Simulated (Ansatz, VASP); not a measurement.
**TiCl4: VASP beside Ansatz**

INCAR

```
PREC = Accurate ; ENCUT = 520
EDIFF = 1E-6 ; ISMEAR = 0
SIGMA = 0.03 ; LREAL = F
LASPH = T ; NELM = 100
ALGO = Fast ; ISIF = 2
LWAVE = F ; LCHARG = F
IBRION = 2 ; NSW = 80
EDIFFG = -0.01
```

The input KPOINTS:

```
Automatic mesh
0
Gamma
  1 1 1
```

File POSCAR:

```
TiCl4
1.0
   13.0000000000      0.0000000000      0.0000000000
    0.0000000000     13.0000000000      0.0000000000
    0.0000000000      0.0000000000     13.0000000000
Ti Cl
1 4
Direct
    0.5000000000      0.5000000000      0.5000000000
    0.5963730800      0.5963730800      0.5963730800
    0.5963730800      0.4036269200      0.4036269200
    0.4036269200      0.5963730800      0.4036269200
    0.4036269200      0.4036269200      0.5963730800
```

Input for Ansatz:

```yaml
crystal:
  lattice:
    - [13.0, 0.0, 0.0]
    - [0.0, 13.0, 0.0]
    - [0.0, 0.0, 13.0]
  atoms:
    - { symbol: Ti, position: [0.5, 0.5, 0.5] }
    - { symbol: Cl, position: [0.59637308, 0.59637308, 0.59637308] }
    - { symbol: Cl, position: [0.59637308, 0.40362692, 0.40362692] }
    - { symbol: Cl, position: [0.40362692, 0.59637308, 0.40362692] }
    - { symbol: Cl, position: [0.40362692, 0.40362692, 0.59637308] }
scf:
  occupations: { method: gaussian, width: 0.03 }
output:
  forces: true
  stress: false
  eigenvalues: true
  write_density: true
  write_potential: true
  elf: true
  volumetric_format: npy
hamiltonian:
  xc: lda
kpoints:
  mp_grid: { grid: [1, 1, 1] }
relax:
  f_tol: 0.01
```

Alike in both runs: task relaxation of the atoms; functional LDA; k mesh 1 × 1 × 1; occupations gaussian, width 0.03 eV; no spin polarisation.

|  | VASP | Ansatz |
| --- | --- | --- |
| version | VASP 6.6.1 | Ansatz 0.2.0 |
| potentials or method | VASP PAW LDA potentials, release 64 (Ti_sv, Cl) | scalar-relativistic, plane waves, PAW |
| plane-wave cutoff (eV) | 520 | 420 |
| valence electrons in the cell | 40 | 40 |

```csv
,VASP,Ansatz,Ansatz less VASP
"gap on the k mesh at the Fermi level, each at its own relaxed structure (eV)",3.76,3.77,+0.006
energy change over the relaxation (meV/atom),-3,-3,-0.2
```

Ansatz warned: «xc_potential_rough_in_thin_density».

As with any semilocal functional, this LDA gap is likely too small.
